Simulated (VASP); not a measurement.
KAg3Se2: single point with PBE

The system is KAg3Se2.

```
Ag K Se
1.0
     7.10872   -1.14974    2.01851
    -0.58086    6.10103    0.08999
     1.64271    0.74361    8.20784
Ag K Se
6 2 4
Direct
  0.14873 0.18945 0.72117
  0.32122 0.51616 0.22381
  0.15280 0.66249 0.56652
  0.42904 0.10368 0.31296
  0.34078 0.85234 0.79799
  0.78382 0.83512 0.63798
  0.84694 0.76588 0.08131
  0.66087 0.27495 0.85502
  0.10584 0.40684 0.01835
  0.03609 0.08784 0.29044
  0.52111 0.57555 0.50675
  0.86310 0.40990 0.37941
```

The cell was built by a generator and needn't be a form met in nature.

```
Program                : VASP 6.6.1
Task                   : single point
Functional             : PBE
Potentials or basis    : VASP PAW PBE potentials, release 64 (Ag, K_sv, Se)
Cutoff                 : 520 eV
k mesh                 : 3 × 3 × 2
Occupations            : fermi-dirac, width 0.05 eV
Spin                   : no spin polarisation
Dipole correction      : no
Further INCAR settings : ALGO = Fast; EDIFF = 1e-06; NBANDS = 66
```

```
Pressure               : -1.4 GPa
Largest force          : 1.833 eV/Å
Band gap on the k mesh : none (metal or under the smearing width)
```

Forces in eV/Å, atoms in the order of the input:
```
Ag   0.418 -0.087 -0.190
Ag  -0.058  0.146  0.291
Ag  -0.053  0.424 -0.056
Ag  -0.464  0.049  0.368
Ag  -0.038 -0.534 -0.452
Ag   0.234 -0.026 -0.099
K   -0.219  0.173  0.013
K   -0.201  0.110 -0.091
Se   0.433 -0.130 -1.776
Se   0.760 -0.393  0.789
Se  -0.360  0.077  0.033
Se  -0.453  0.190  1.172
```

Stress tensor (GPa, compression positive):
```
-2.13 -0.24 -1.96
-0.24 -1.69 -0.84
-1.96 -0.84 -0.46
```

Levels at points of the mesh, in eV from the Fermi level:
```tsv
k point	band 51	band 52	band 53	band 54	band 55	band 56	band 57	band 58
(0.00, 0.00, 0.00)	-1.53	-0.80	-0.52	-0.25	0.16	0.73	0.81	1.60
(0.00, 0.00, 0.50)	-1.50	-1.04	-0.48	-0.03	0.51	0.81	1.09	1.52
```

Run time: 7.7 min on 1 thread of Intel(R) Xeon(R) Platinum 8488C (Sapphire Rapids), with other jobs on the host, peak memory 0.52 GiB.

Caveat: the k mesh is coarse (spacing up to 0.43 Å⁻¹), so the values aren't converged.
